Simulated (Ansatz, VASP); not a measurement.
# Cross-check of VTeSe (1T-VSeTe monolayer) between VASP and Ansatz

Aim: how closely do two programs agree when they are given the same cell, functional and k mesh? The structure shown is the start of the Ansatz relaxation below; VASP solves that cell, so the two are compared at the walk's first step.

Calculated with Ansatz 0.2.0; plane waves, with VASP 6.6.1 beside it; single point at PBE.

## Step 1: Starting point

The cell holds 3 atoms: 1 Te, 1 V and 1 Se. Its edges and angles: a = 3.465 Å, b = 3.465 Å, c = 30.964 Å, α = 90.0°, β = 90.0°, γ = 120.0°. Vacuum lies along c. The height across the vacuum is the one that the program set for its solve, not the one typed.

## Step 2: Ansatz: relaxation, PBE

Ansatz runs on its default PAW (the set named soft_2) files.

The two programs are compared at the cell with which this relaxation starts, whose forces are those of its first step.

input.yaml reads:

```yaml
crystal:
  lattice:
    - [3.465, 0.0, 0.0]
    - [-1.7325, 3.0007780241, 0.0]
    - [0.0, 0.0, 21.5820456046]
  atoms:
    - { symbol: Te, position: [0.6666666667, 0.3333333333, 0.4170132973] }
    - { symbol: V, position: [0.0, 0.0, 0.506256284], spin: 1.0 }
    - { symbol: Se, position: [0.3333333333, 0.6666666667, 0.5829867027] }
  periodic: [true, true, false]
magnetization:
  spin_polarized: true
kpoints:
  mp_grid: { grid: [9, 9, 1] }
hamiltonian:
  xc: pbe
scf:
  occupations: { method: fermi_dirac, width: 0.05 }
relax:
  f_tol: 0.01
  max_steps: 90
  cell: {}
```

Command:

```
ansatz run input.yaml --threads 4 --pin off --max-ram 8192MiB --backend cpu --events-out ev --progress --plain --runs-dir out
```

Numbers of over 12 decimals in the logs are rounded to 6 here.

The log of the run:

```text
Warning: crystal.periodic: the lattice vector that does not repeat stood 0.000° off the slab's normal, 21.582 Å along it as the deck builds it. The run solves the slab on a vector along the normal, 30.964 Å long, with every atom where it was (on the deck's vector they left 18.00 Å outside them, and the widest stretch free of ions among them is 1.93 Å). A fractional position that the run reports is one of the run's ce [...]
crystal.periodic: the lattice vector that does not repeat stood 0.000° off the slab's normal, 21.582 Å along it as the deck builds it. The run solves the slab on a vector along the normal, 30.964 Å long, with every atom where it was (on the deck's vector they left 18.00 Å outside them, and the widest stretch free of ions among them is 1.93 Å). A fractional position that the run reports is one of the run's cell, which [...]
Engine: ansatz 0.2.0, x86_64-unknown-linux-gnu
Pseudopotentials: kind: paw
Pseudopotential: Te, paw, valence charge 16, recommended cutoff 420 eV (normal), Te.paw.azcp
Pseudopotential: V, paw, valence charge 13, recommended cutoff 420 eV (normal), V.paw.azcp
Pseudopotential: Se, paw, valence charge 16, recommended cutoff 420 eV (normal), Se.paw.azcp
Functional definition: PBE
  parameter kappa = 0.804
  parameter beta = 0.066725
  exchange = pbe_x(kappa = kappa, mu = beta*pi^2/3)
  correlation = pbe_c(beta = beta)
Crystal: 3 atoms, lattice volume = 321.955 Å³
Basis set: ecut = 420 eV, 6253 PW (Γ), exchange–correlation on 48×48×432 points (8 copies of the dense FFT grid, shifted against one another)
Bands: 28, of which v1, the nominal top of the filled ones, is band 23 counted from 1 (22 counted from 0)
Symmetry: 6 space group operations
Space group: P3m1 (ITA 156), of the structure as read, at distance tolerance 6.9e-5 Å
Magnetic group: BNS 156.49 (UNI 1279), of the structure as read, at distance tolerance 6.9e-5 Å
k-points: 12 of 81 (time reversal used)
Non-local potential: Te, projectors of the file, l = 0: 2, l = 1: 2, l = 2: 2, l = 3: 2
Non-local potential: V, projectors of the file, l = 0: 3, l = 1: 2, l = 2: 3, l = 3: 1
Non-local potential: Se, projectors of the file, l = 0: 2, l = 1: 2, l = 2: 3, l = 3: 1
PAW form: soft (Blöchl's): semilocal exchange-correlation on the pseudo side does not see the compensation charge
PAW one-centre angular grid: Te, 590 points (default); XC on 64 Gauss nodes
PAW one-centre angular grid: V, 590 points (default); XC on 64 Gauss nodes
PAW one-centre angular grid: Se, 590 points (default); XC on 64 Gauss nodes
Initial density: superposition of atomic densities (neutral atoms: chi_scale 0, normalization atom)
Starting moments: Σ|m| = 1 μB on 1 of 3 sites
Initial wavefunctions: pseudopotential atomic-orbital guess
Functional: x = pbe(κ = 0.804, μ = 0.219515), c = pbe(β = 0.066725)
[...]
SCF iter   3: F=—  HF=-15362.954271 eV  |F-HF|=—  |Δ(HF+E_count)|=   1.91e-7  Δρ=3.43e-5 (↑2.86e-5 ↓3.43e-5)  dr2=3.38e-6  dr2_m=2.49e-6  M=0.893 μB ∫|m|=1.205 μB  β_m=0.58  ethr=4.45e-8  ⟨swp⟩=2.9  Hψ=1150  notcnv=0
SCF iter   4: F=—  HF=-15362.954273 eV  |F-HF|=—  |Δ(HF+E_count)|=   1.09e-6  Δρ=9.19e-6 (↑9.19e-6 ↓8.05e-6)  dr2=7.83e-8  dr2_m=2.01e-7  M=0.894 μB ∫|m|=1.206 μB  β_m=0.68  ethr=7.51e-9  ⟨swp⟩=3.2  Hψ=1347  notcnv=0
iter 5 did not close the SCF: its close was put off for a magnetic moment that had not settled (scf_convergence_deferred on its scf_iter line)
SCF iter   5: F=-15362.954273 eV  HF=-15362.954273 eV  |F-HF|=2.37e-7  |Δ(HF+E_count)|=   2.18e-7  Δρ=4.26e-6 (↑2.90e-6 ↓4.26e-6)  dr2=2.93e-7  dr2_m=6.78e-9  M=0.894 μB ∫|m|=1.206 μB  β_m=0.77  ethr=1.74e-10  ⟨swp⟩=3.6  Hψ=2860  notcnv=0
SCF iter   6: F=-15362.954273 eV  HF=-15362.954273 eV  |F-HF|=4.13e-8  |Δ(HF+E_count)|=   1.28e-8  Δρ=1.65e-6 (↑1.22e-6 ↓1.65e-6)  dr2=5.70e-8  dr2_m=5.62e-10  M=0.894 μB ∫|m|=1.206 μB  ethr=1.74e-10  ⟨swp⟩=2.3  Hψ=2306  notcnv=0
SCF 4 converged in 6 iterations: F = -15362.954273 eV  dr2 = 5.70e-8
relax step   4: F+E_penalty+E_count = -15362.95427271 eV  Δ(F+E_penalty+E_count) = -5.827e-4 eV  max|allowed force component| = 3.122e-2 eV/Å  Δτ_max = 0.0068 Å  P = +0.070 N/m  Ω = 325.710 Å³  energy of the carried Pulay correction = -1.411e-4 eV  fix = [c, alpha, beta]  reactions: c +0.000 N/m  (6 SCF iters, dr2 threshold 3.00e-7 eV, accepted)
[...]
relax step   5: F+E_penalty+E_count = -15362.95436884 eV  Δ(F+E_penalty+E_count) = -9.612e-5 eV  max|allowed force component| = 2.781e-3 eV/Å  Δτ_max = 0.0034 Å  P = +0.027 N/m  Ω = 326.464 Å³  energy of the carried Pulay correction = -1.693e-4 eV  fix = [c, alpha, beta]  reactions: c +0.000 N/m  (6 SCF iters, dr2 threshold 6.09e-8 eV, accepted)
[...]
relax step   6: F+E_penalty+E_count = -15362.95455435 eV  Δ(F+E_penalty+E_count) = -1.855e-4 eV  max|allowed force component| = 2.752e-3 eV/Å  Δτ_max = 0.0000 Å  P = +0.029 N/m  Ω = 326.464 Å³  fix = [c, alpha, beta]  reactions: c +0.000 N/m  stress off target by 2.89e-2 N/m on what of the cell is left free  SCF on the basis re-selected at this cell (its energy is not comparable with the rows above)  (8 SCF iters)
basis re-selected at this cell: Δ(F+E_penalty+E_count) = -1.855e-4 eV, ΔP = +0.002 N/m vs the last step (what re-selecting the basis moved, of the pressure what is left beyond the Pulay correction that the steps carried, after the strain that the cell walked since its last selection, with what the two solves' SCF thresholds leave and, on support functions, any second-order correction that the steps lacked; it is no m [...]
SCF converged after 8 iterations
Magnetization: 0.9021 μB (22.9511 up, 22.0489 down)
Absolute magnetization: 1.2195 μB (∫|ρ↑−ρ↓|, with the PAW one-centre terms)
Spin contamination: 0.0479 ħ² per cell (⟨S²⟩ above its minimum at these occupations)
Per-site moments (μB) at R_I (Å): [(-0.066920, 1.123522), (0.875086, 1.025515), (-0.030100, 1.025515)]
Free energy (F): -15362.954554 eV
Harris-Foulkes:  -15362.954554 eV  (|F-HF|=1.36e-9)
Internal energy: -15362.943920 eV  (E = F + TS)
E sigma→0 (E₀):  -15362.949237 eV
Entropy (-TS):   -0.010634 eV (-3.545 meV/atom)
Fermi energy:    -4.749627 eV
--- Per-component energies (eV) ---
  E_band       = -1502.100131
  E_kinetic    = 634.187437
  E_local      = -109680.074883  (includes V_loc(G=0)·N_el)
  E_nonlocal   = -950.579248
  E_hartree    = 54610.472190
  E_xc         = -358.574071
  E_vxc        = -367.142507  (∫ρ·V_xc dr)
  E_paw        = -7686.891797  (= ΣΔE_a)
  E_vpaw       = -359.435293  (= ΣTr[D̂ρ^β])
  E_aug_tail   = -0.000502  (compensation charges beyond the density's cutoff)
  E_ewald      = 48068.516954
  E_smearing   = -0.010634  (= −TS)
  E_closure    = 0.000000  (closes the sum)
  Σ components = -15362.954554   (vs F -15362.954554, Δ=0.00e0)
--- Forces (eV/Å), atoms counted from 1 ---
  atom   1  Te     0.00000000     0.00000000    -0.00275138
  atom   2  V      0.00000000    -0.00000000     0.00066573
  atom   3  Se     0.00000000    -0.00000000     0.00208617
  max |Σ_I F_I| component: 5.12e-7 eV/Å
--- 2D stress c σ (N/m, compression-positive) ---
        0.028949       0.000000      -0.000000
        0.000000       0.028949      -0.000000
       -0.000000      -0.000000       0.000000
  P = ½ c Tr σ = 0.0289 N/m
--- Relaxed structure (5 steps of the walk, 5 accepted, 1 SCFs on fresh bases) ---
  F+E_penalty+E_count = -15362.95455435 eV   max|allowed force component| = 2.752e-3 eV/Å   (the final SCF, on the basis selected at the relaxed cell)
  cell:  # Å, volume = 326.4644 Å³
    - [3.489180, 0, 0]
    - [-1.744590, 3.021719, 0]
    - [0, 0, 30.964091]
  atoms:
    - { symbol: Te, position: [0.666667, 0.333333, 0.294803] }
    - { symbol: V, position: [0, 0, 0.354005] }
    - { symbol: Se, position: [0.333333, 0.666667, 0.401056] }
```

In the SCF lines HF is the Harris–Foulkes energy and dr2 the Hartree energy of the density residual, in eV; the loop may stop once dr2 is under the threshold and the program's other checks hold. Hψ counts applications of the Hamiltonian.

## Step 3: VASP: single point, PBE, start cell

The same cell, functional, mesh and smearing now go to VASP, with its own data sets.

Lines of VASP's logs that name or quote its potential files are left out, and so is its time.

INCAR reads:

```
SYSTEM = VTeSe
PREC = Accurate
ENCUT = 400
EDIFF = 1E-06
NELM = 200
ISMEAR = -1
SIGMA = 0.05
LREAL = .FALSE.
ALGO = Normal
GGA = PE
NBANDS = 21
ISPIN = 2
MAGMOM = -0.07 0.88 -0.03
LASPH = .TRUE.
LMAXMIX = 4
LORBIT = 11
LWAVE = .FALSE.
LCHARG = .FALSE.
ISIF = 2
LDIPOL = .TRUE.
IDIPOL = 3
DIPOL = 0.5 0.5 0.35
LVHAR = .TRUE.
GGA_COMPAT = .FALSE.
NELMDL = -8
```

POSCAR reads:

```
VTeSe
1.0
    3.4650000000      0.0000000000      0.0000000000
   -1.7325000000      3.0007780000      0.0000000000
    0.0000000000      0.0000000000     30.9640910000
Te V Se
1 1 1
Direct
    0.6666666111      0.3333332223      0.2906592672
    0.0000000000      0.0000000000      0.3528618360
    0.3333333889      0.6666667777      0.4063431412
```

KPOINTS reads:

```
Automatic mesh
0
Gamma
9 9 1
0 0 0
```

Potentials, in the order of the species: Te, V_sv and Se (PBE family, release 64).

Command:

```
mpirun -np 1 vasp_std
```

The log of the run:

```text
[banner, memory and clock lines left out]
running    1 mpi-ranks, on    1 nodes
 distrk:  each k-point on    1 cores,    1 groups
 distr:  one band on    1 cores,    1 groups

 POSCAR found type information on POSCAR TeV Se
 POSCAR found :  3 types and       3 ions
 LDA part: xc-table for (Slater+PW92), standard interpolation
 POSCAR, INCAR and KPOINTS ok, starting setup
 FFT: planning ... GRIDC
 FFT: planning ... GRID_SOFT
 FFT: planning ... GRID
 WAVECAR not read
 entering main loop
       N       E                     dE             d eps       ncg     rms          rms(c)
DAV:   1     0.118069505064E+03    0.11807E+03   -0.10651E+04  1392   0.688E+02
DAV:   2    -0.958257976257E+01   -0.12765E+03   -0.12474E+03  1314   0.193E+02
DAV:   3    -0.193650441261E+02   -0.97825E+01   -0.95853E+01  1278   0.446E+01
DAV:   4    -0.196196611447E+02   -0.25462E+00   -0.25430E+00  1461   0.784E+00
DAV:   5    -0.196220909591E+02   -0.24298E-02   -0.24295E-02  1335   0.664E-01
DAV:   6    -0.196221449849E+02   -0.54026E-04   -0.54025E-04  1505   0.842E-02
DAV:   7    -0.196221455798E+02   -0.59488E-06   -0.59488E-06  1367   0.880E-03
DAV:   8    -0.196221455917E+02   -0.11910E-07   -0.11924E-07   942   0.106E-03    0.172E+01
DAV:   9    -0.255976406311E+02   -0.59755E+01   -0.97992E+01  1068   0.470E+01    0.320E+01
DAV:  10    -0.183307318486E+02    0.72669E+01   -0.13600E+02  1254   0.606E+01    0.110E+01
DAV:  11    -0.173248318911E+02    0.10059E+01   -0.39985E+00  1143   0.100E+01    0.585E+00
DAV:  12    -0.169190638962E+02    0.40577E+00   -0.11381E+00  1222   0.579E+00    0.204E+00
DAV:  13    -0.168983202183E+02    0.20744E-01   -0.11793E-01  1194   0.171E+00    0.141E+00
DAV:  14    -0.168678396154E+02    0.30481E-01   -0.21163E-01  1158   0.218E+00    0.628E-01
[...]
DAV:  31    -0.169610778015E+02   -0.23747E-03   -0.98256E-07  1010   0.463E-03    0.235E-03
DAV:  32    -0.169611631503E+02   -0.85349E-04   -0.34439E-07   955   0.218E-03    0.180E-03
DAV:  33    -0.169612067521E+02   -0.43602E-04   -0.29245E-07   962   0.192E-03    0.897E-04
DAV:  34    -0.169612288779E+02   -0.22126E-04   -0.21802E-07   873   0.189E-03    0.651E-04
DAV:  35    -0.169612449558E+02   -0.16078E-04   -0.13033E-07   899   0.107E-03    0.765E-04
DAV:  36    -0.169612473867E+02   -0.24309E-05   -0.40707E-08   835   0.787E-04    0.366E-04
DAV:  37    -0.169612485560E+02   -0.11693E-05   -0.16248E-08   793   0.548E-04    0.119E-04
DAV:  38    -0.169612491648E+02   -0.60877E-06   -0.56683E-09   804   0.265E-04
   1 F= -.16961249E+02 E0= -.16956619E+02  d E =-.926093E-02  mag=     0.9374
```

From OUTCAR (step 3):

```text
ion  position               nearest neighbor table
   1  0.667  0.333  0.291-   2 2.78   2 2.78   2 2.78
   2  0.000  0.000  0.353-   3 2.60   3 2.60   3 2.60   1 2.78   1 2.78   1 2.78
   3  0.333  0.667  0.406-   2 2.60   2 2.60   2 2.60

  LATTYP: Found a hexagonal cell.
 ALAT       =     3.4650000000
 C/A-ratio  =     8.9362455988

 Subroutine GETGRP returns: Found  6 space group operations
 (whereof  6 operations were pure point group operations)

The static configuration has the point symmetry C_3v.

 Found     12 irreducible k-points:

   k-points           NKPTS =     12   k-points in BZ     NKDIM =     12   number of bands    NBANDS=     21

   dimension x,y,z NGX =    24 NGY =   24 NGZ =  210
   dimension x,y,z NGXF=    48 NGYF=   48 NGZF=  420

   ENCUT  =  400.0 eV  29.40 Ry    5.42 a.u.   5.65  5.65 50.49*2*pi/ulx,y,z

   NELECT =      25.0000    total number of electrons

 k-points in reciprocal lattice and weights: Automatic mesh
   0.00000000  0.00000000  0.00000000       0.012
   0.11111111 -0.00000000  0.00000000       0.074
   0.22222222 -0.00000000  0.00000000       0.074
   0.33333333 -0.00000000  0.00000000       0.074
   0.44444444 -0.00000000  0.00000000       0.074
   0.11111111  0.11111111  0.00000000       0.074
   0.22222222  0.11111111  0.00000000       0.148
   0.33333333  0.11111111  0.00000000       0.148
   0.44444444  0.11111111  0.00000000       0.074
   0.22222222  0.22222222  0.00000000       0.074
   0.33333333  0.22222222  0.00000000       0.148
   0.33333333  0.33333333  0.00000000       0.025

 dipolmoment           0.000000      0.000000      0.039173 electrons x Angstroem

 average (electrostatic) potential at core
       1 -96.9256       2 -83.3365       3 -60.5829

 E-fermi :  -2.3452

 spin component 1
 k-point     1 :       0.0000    0.0000    0.0000
  band No.  band energies     occupation
    ...
      9      -4.0743      1.00000
     10      -4.0743      1.00000
     11      -2.8624      0.99997
     12      -2.8220      0.99993
     13      -2.8220      0.99993
     14      -0.9946      0.00000
     15      -0.9946      0.00000
     16       0.7298      0.00000
     17       0.7298      0.00000
     18       1.2287      0.00000
    ...

 k-point     2 :       0.1111   -0.0000    0.0000
  band No.  band energies     occupation
    ...
      9      -4.0449      1.00000
     10      -4.0378      1.00000
     11      -3.1857      1.00000
     12      -2.9516      0.99999
     13      -2.8553      0.99996
     14      -1.5322      0.00000
     15      -1.0429      0.00000
     16      -0.1619      0.00000
     17       0.5075      0.00000
     18       1.4775      0.00000
    ...

 k-point     3 :       0.2222   -0.0000    0.0000
  band No.  band energies     occupation
    ...
      9      -4.6790      1.00000
     10      -4.0613      1.00000
     11      -4.0343      1.00000
     12      -3.1114      1.00000
     13      -3.0271      1.00000
     14      -1.9584      0.00044
     15      -1.3033      0.00000
     16      -0.8643      0.00000
     17       0.1892      0.00000
     18       2.0654      0.00000
    ...

 k-point     4 :       0.3333   -0.0000    0.0000
  band No.  band energies     occupation
    ...
      9      -5.7710      1.00000
     10      -4.4287      1.00000
     11      -4.2447      1.00000
     12      -3.2998      1.00000
     13      -3.0267      1.00000
     14      -1.9366      0.00028
     15      -1.7148      0.00000
     16      -0.5568      0.00000
     17       0.0391      0.00000
     18       2.6694      0.00000
    ...

 k-point     5 :       0.4444   -0.0000    0.0000
  band No.  band energies     occupation
    ...
      9      -5.3363      1.00000
     10      -4.6109      1.00000
     11      -4.4090      1.00000
     12      -3.4212      1.00000
     13      -2.8679      0.99997
     14      -2.0072      0.00116
     15      -1.7833      0.00001
     16      -0.1636      0.00000
     17      -0.0162      0.00000
     18       1.8466      0.00000
    ...

 k-point     6 :       0.1111    0.1111    0.0000
  band No.  band energies     occupation
    ...
      9      -4.2805      1.00000
     10      -4.0315      1.00000
     11      -3.8444      1.00000
     12      -3.3057      1.00000
     13      -2.8183      0.99992
     14      -1.8176      0.00003
     15      -1.5180      0.00000
     16      -0.4250      0.00000
     17      -0.1213      0.00000
     18       1.8880      0.00000
    ...

  Total       -1.4128896     -1.4128896     -4.2801072      0.0000000     -0.0000000      0.0000000
  in kB       -7.0311016     -7.0311015    -21.2995185      0.0000000     -0.0000000      0.0000000
  external PRESSURE =     -11.7872405 kB  Pullay stress =       0.0000000 kB

  energy-cutoff  :      400.00
  volume of cell :      321.96
      direct lattice vectors                 reciprocal lattice vectors
     3.465000000  0.000000000  0.000000000     0.288600289  0.166623456  0.000000000
    -1.732500000  3.000778000  0.000000000     0.000000000  0.333246911  0.000000000
     0.000000000  0.000000000 30.964091000     0.000000000  0.000000000  0.032295474

 POSITION                                       TOTAL-FORCE (eV/Angst)
 -----------------------------------------------------------------------------------
      1.73250      1.00026      9.00000        -0.000000      0.000000      0.807755
      0.00000      0.00000     10.92605        -0.000000     -0.000000      0.748643
      0.00000      2.00052     12.58205         0.000000      0.000000     -1.556399
 -----------------------------------------------------------------------------------
    total drift:                                0.000000     -0.000021      0.000739

  FREE ENERGIE OF THE ION-ELECTRON SYSTEM (eV)
  ---------------------------------------------------
  free  energy   TOTEN  =       -16.9612491648 eV

  energy  without entropy=      -16.9519882324  energy(sigma->0) =      -16.95661870

 vacuum level on the upper side and lower side of the slab         2.717         2.035

 total charge
# of ion       s       p       d       tot
------------------------------------------
    1        1.394   1.936   0.046   3.377
    2        2.207   6.154   2.964  11.325
    3        1.479   2.269   0.034   3.783
--------------------------------------------------
tot          5.080  10.360   3.044  18.484

 magnetization (x)
# of ion       s       p       d       tot
------------------------------------------
    1       -0.004  -0.078   0.001  -0.081
    2        0.010   0.007   0.999   1.017
    3       -0.002  -0.069   0.004  -0.068
--------------------------------------------------
tot          0.003  -0.140   1.004   0.868

[... 6 further parts left out ...]
```

The cell holds one magnetic atom, so no antiferromagnetic order fits into it.

## Step 4: Side by side

Known differences besides the potentials themselves: VASP starts from the moments at which Ansatz ended; Ansatz cuts the interaction across the vacuum, VASP repeats the sheet with a dipole correction; the data sets hold 45 valence electrons in Ansatz (on its default PAW (the set named soft_2) files) and 25 in VASP; the cutoff is 420 eV in Ansatz and 400 eV in VASP. Total energies have different zeros and are not compared.

Forces (eV/Å; atoms numbered as in POSCAR):

```csv
atom,"Ansatz x, y, z","VASP x, y, z"
Te1,"0.000, 0.000, 0.820","0.000, 0.000, 0.808"
V2,"0.000, 0.000, 0.754","0.000, 0.000, 0.749"
Se3,"0.000, 0.000, -1.574","0.000, 0.000, -1.556"
```

The forces differ by 7.2 meV/Å r.m.s., which is 1.1 % of the r.m.s. force of 0.636 eV/Å (both taken over all components). Moments aren't recorded for both runs of this pair, so they may hold unlike magnetic states. With vacuum in the cell, a pressure given here is an average over mostly empty space and none of the material.

## Step 5: What came out

```json
{
 "r.m.s. force difference (single point, PBE, start cell)": "1.1 % of the r.m.s. force"
}
```

The r.m.s. force difference is 1.1 % of the r.m.s. force (single point, PBE, start cell), within the 3 % picked in this series as the mark of a large difference. The data sets hold unlike numbers of valence electrons (45 in Ansatz and 25 in VASP), so part of the differences comes from the potentials. 1 further run of this series is not shown here. Such differences can come from data sets, numerical settings and the points named under the comparisons, not from the functional's error against experiment.

[Lines on the potential files, build, host, timing and source positions are cut from VASP's logs without a mark.]

[Logs are printed without paths, hosts, clocks, repeated set-up lines and the standing remarks that a program may print on its own settings, such as how far it seeks lower states.]

[Hosts, paths, dates, database ids (printed as entryN), source tags and the programs' standing remarks are cut or masked in the printed files.]
